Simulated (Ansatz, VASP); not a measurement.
**SiC (Moissanite) in two plane-wave programs**

Wanted: the spread between two codes on one cell, functional and k mesh. The cell is taken from a series of runs on this material, whose earlier steps may have relaxed, scaled, displaced or heated it; both programs get it as it stands.

Program: Ansatz 0.2.0. Level of theory: plane waves, with VASP 6.6.1 beside it; zone-centre phonons at LDA. Results are calculated unless marked as measured.

## (1) Starting point

It takes space group P6_3mc (No. 186, hexagonal). The conventional cell has a = 3.056 Å, b = 3.056 Å, c = 5.016 Å, α = 90.00°, β = 90.00°, γ = 120.00°. Nearest to C lie 4 Si at 1.87 to 1.88 Å. Nearest to Si lie 4 C at 1.87 to 1.88 Å. Farther neighbours are not listed.

## (2) Ansatz: zone-centre phonons, LDA

Ansatz runs on its PAW soft_1 files.

Second derivatives magnify differences that forces hide, and they need a tight electronic threshold.

Input file input.yaml:

```yaml
crystal:
  lattice:
    - [3.0564320057, 0.0, 0.0]
    - [-1.5282160028, 2.6469477619, 0.0]
    - [0.0, 0.0, 5.0159470883]
  atoms:
    - { symbol: C, position: [0.3333333333, 0.6666666667, 0.3803490118] }
    - { symbol: C, position: [0.6666666667, 0.3333333333, 0.8803490118] }
    - { symbol: Si, position: [0.3333333333, 0.6666666667, 0.0046509882] }
    - { symbol: Si, position: [0.6666666667, 0.3333333333, 0.5046509882] }
total_charge: 0.008116
kpoints:
  mp_grid: { grid: [21, 21, 12] }
hamiltonian:
  xc: lda
  pseudopotentials: { kind: paw, azcp: { folder: soft_1 }, xc_functional: pbe }
scf:
  occupations: { method: fermi_dirac, width: 0.03 }
output:
  eigenvalues: true
phonons:
  method: dfpt
```

Started as:

```sh
> ansatz run input.yaml --threads 4 --pin off --max-ram 16384MiB --backend cpu --events-out ev --progress --plain --runs-dir out
```

Numbers of over 12 decimals in the logs are rounded to 6 here.

Output:

```text
Engine: ansatz 0.2.0, aarch64-unknown-linux-gnu
Pseudopotentials: kind: paw
Pseudopotential: C, paw, valence charge 4, recommended cutoff 420 eV (normal), soft_1/C.paw.azcp
Pseudopotential: Si, paw, valence charge 4, recommended cutoff 420 eV (normal), soft_1/Si.paw.azcp
Functional definition: SPW92
  exchange = slater_x
  correlation = pw_c
Crystal: 4 atoms, lattice volume = 40.580 Å³
Basis set: ecut = 420 eV, 785 PW (Γ), exchange–correlation on 48×48×72 points (8 copies of the dense FFT grid, shifted against one another)
Bands: 12, of which v1, the nominal top of the filled ones, is band 8 counted from 1 (7 counted from 0)
Symmetry: 12 space group operations
k-points: 1397 of 5292 (irreducible under 2 space group operations, time reversal used)
Non-local potential: C, projectors of the file, l = 0: 2, l = 1: 2, l = 2: 1
Non-local potential: Si, projectors of the file, l = 0: 2, l = 1: 2, l = 2: 1
PAW form: soft (Blöchl's): semilocal exchange-correlation on the pseudo side does not see the compensation charge
PAW frozen core: C, regenerated for the run's functional, and the local potential with it (the file was generated under x = pbe(κ = 0.804, μ = 0.219515), c = pbe(β = 0.066725))
PAW frozen core: Si, regenerated for the run's functional, and the local potential with it (the file was generated under x = pbe(κ = 0.804, μ = 0.219515), c = pbe(β = 0.066725))
PAW one-centre angular grid: C, 110 points (default); XC on 64 Gauss nodes
PAW one-centre angular grid: Si, 110 points (default); XC on 64 Gauss nodes
Initial density: superposition of atomic densities (chi_scale 0.1, normalization cell, long waves kept (reshape's long-wave potential 0.00 eV rms))
Initial wavefunctions: pseudopotential atomic-orbital guess
Functional: x = slater, c = lda
SCF iter   1: F=—  HF=-1707.689111 eV  |F-HF|=—  |Δ(HF+E_count)|=         —  Δρ=1.42e-1  dr2=9.81e0  ethr=3.10e-3  ⟨swp⟩=6.0  Hψ=122136  notcnv=0
preconditioner: auto → none  [metal: Δε(μ)=0.018 eV  Ē_g=12.884 eV  σ=0.030 eV  W_gap=0.15  n_scr=2 (ndim 8)  ℏωp=23.3 eV  f_vac=0.000  D(μ)=0.18/eV (n_scr^D=0)  sad-step TF]
SCF iter   2: F=—  HF=-1704.942518 eV  |F-HF|=—  |Δ(HF+E_count)|=    2.75e0  Δρ=5.59e-2  dr2=1.38e0  ethr=3.10e-3  ⟨swp⟩=3.0  Hψ=49922  notcnv=0
SCF iter   3: F=—  HF=-1704.489071 eV  |F-HF|=—  |Δ(HF+E_count)|=   4.53e-1  Δρ=1.11e-2  dr2=3.82e-2  ethr=3.10e-3  ⟨swp⟩=2.1  Hψ=34112  notcnv=0
SCF iter   4: F=—  HF=-1704.479564 eV  |F-HF|=—  |Δ(HF+E_count)|=   9.51e-3  Δρ=9.66e-4  dr2=2.07e-4  ethr=2.39e-4  ⟨swp⟩=2.5  Hψ=33604  notcnv=0
SCF iter   5: F=—  HF=-1704.479629 eV  |F-HF|=—  |Δ(HF+E_count)|=   6.49e-5  Δρ=8.58e-5  dr2=1.17e-6  ethr=1.30e-6  ⟨swp⟩=2.3  Hψ=27883  notcnv=0
SCF iter   6: F=—  HF=-1704.479629 eV  |F-HF|=—  |Δ(HF+E_count)|=   2.07e-7  Δρ=8.06e-6  dr2=2.73e-8  ethr=7.34e-9  ⟨swp⟩=2.7  Hψ=28935  notcnv=0
SCF iter   7: F=—  HF=-1704.479629 eV  |F-HF|=—  |Δ(HF+E_count)|=   1.09e-8  Δρ=9.19e-7  dr2=2.68e-10  ethr=1.70e-10  ⟨swp⟩=2.0  Hψ=26220  notcnv=0
SCF iter   8: F=-1704.479629 eV  HF=-1704.479629 eV  |F-HF|=2.27e-12  |Δ(HF+E_count)|=  2.52e-11  Δρ=1.69e-7  dr2=7.57e-12  ethr=1.00e-12  ⟨swp⟩=6.9  Hψ=83309  notcnv=0
the search or the solves at the SCF's close seem to have found levels that the self-consistency loop had missed (the run counts 4). By its estimate they hold under 1e-12 electrons; where the run keeps them, the occupations were computed again with them
SCF 1 converged in 8 iterations: F = -1704.479629 eV  dr2 = 7.57e-12
  greatest PAW one-centre occupation: 0.642 electrons in one spin orbital (limit 2), on the C atom at site 1 (counted from 0), in its partial waves of l = 0
DFPT response loops at Γ: preconditioner auto → Kerker (q_TF=auto, 2.336 Å⁻¹) (partly filled bands, converged f_vac=0.000); β = 1.00, the filter's whole step (`scf.mixing.beta` (0.50) is not read by the response loops under this deck's `scf.mixing.preconditioner`; to damp them name `kerker` or `kerker_dos`, under which they read `scf.mixing.beta`, and type it under 1.00, their step now; both keys bind the ground state too); Broyden in place of MSR1
SCF converged after 8 iterations
Free energy (F): -1704.479629 eV
Harris-Foulkes:  -1704.479629 eV  (|F-HF|=2.27e-12)
Internal energy: -1704.479178 eV  (E = F + TS)
E sigma→0 (E₀):  -1704.479404 eV
Entropy (-TS):   -0.000451 eV (-0.113 meV/atom)
Fermi energy:    9.592875 eV
--- Per-component energies (eV) ---
  E_band       = 57.183497
  E_kinetic    = 268.569436
  E_local      = -193.457020  (includes V_loc(G=0)·N_el)
  E_nonlocal   = 94.724186
  E_hartree    = 63.542755
  E_xc         = -210.394612
  E_vxc        = -218.219148  (∫ρ·V_xc dr)
  E_paw        = -1155.282370  (= ΣΔE_a)
  E_vpaw       = -21.519542  (= ΣTr[D̂ρ^β])
  E_aug_tail   = 0.000095  (compensation charges beyond the density's cutoff)
  E_ewald      = -572.475975
  E_core_change = 0.294327  (= ΣΔE_core)
  E_smearing   = -0.000451  (= −TS)
  E_closure    = -0.000000  (closes the sum)
  E_deformation_potential = 0.149485  (in the stress; not in F)
  Σ components = -1704.479629   (vs F -1704.479629, Δ=0.00e0)
--- Band table (eV; the first three rows and the last of 1397) ---
  k-point 0: bands = [... 4 lower, 8.3121, 9.5217, 9.6384, 9.6384, 14.5572, 16.0401, 16.3155, 16.3155]
  k-point 1: bands = [... 4 lower, 8.3315, 9.3262, 9.6120, 9.6120, 14.5882, 16.1817, 16.3249, 16.3249]
  k-point 2: bands = [... 4 lower, 8.3887, 8.7930, 9.5351, 9.5351, 14.6810, 16.3595, 16.3595, 16.5549]
  k-point 1396: bands = [... 4 lower, 5.1664, 5.1664, 7.4762, 7.4762, 14.4818, 14.4818, 16.6440, 16.6440]
--- Phonons (Γ-DFPT): 4 representative perturbations + reference, on 1397 of 5292 k-points (Σ response iterations 12) ---
  k mesh reduced under 2 symmetry operations, with k and −k counted as one. Each operation leaves every solved perturbation unchanged. A smaller set is not used because it would not reduce the number of displacements times k-points to solve
  ASR residual: 7.076e-5 → 0.000e0 eV/Å²; symmetrization residual: 8.200e-7 eV/Å²
  ASR residual per site (eV/Å²): 2.49e-5 2.49e-5 7.08e-5 7.08e-5
  Γ frequencies (cm⁻¹): 0.00 0.00 0.00 255.08 255.08 596.21 758.24 758.24 768.79 795.91 795.91 840.84
  non-analytic LO–TO correction: not included (Born effective charges unavailable; polar crystals: no LO–TO splitting at Γ)
```

Reading the cycles: dr2 is the Hartree energy of the density residual (eV), the measure of convergence; HF is the Harris–Foulkes estimate of the energy, which meets the free energy F at convergence.

(Part 1 of 2 ends here.)

[Lines on the potential files, build, host, timing and source positions are cut from VASP's logs without a mark.]

[Logs are printed without paths, hosts, clocks, repeated set-up lines and the standing remarks that a program may print on its own settings, such as how far it seeks lower states.]

[Hosts, paths, dates, database ids (printed as entryN), source tags and the programs' standing remarks are cut or masked in the printed files.]
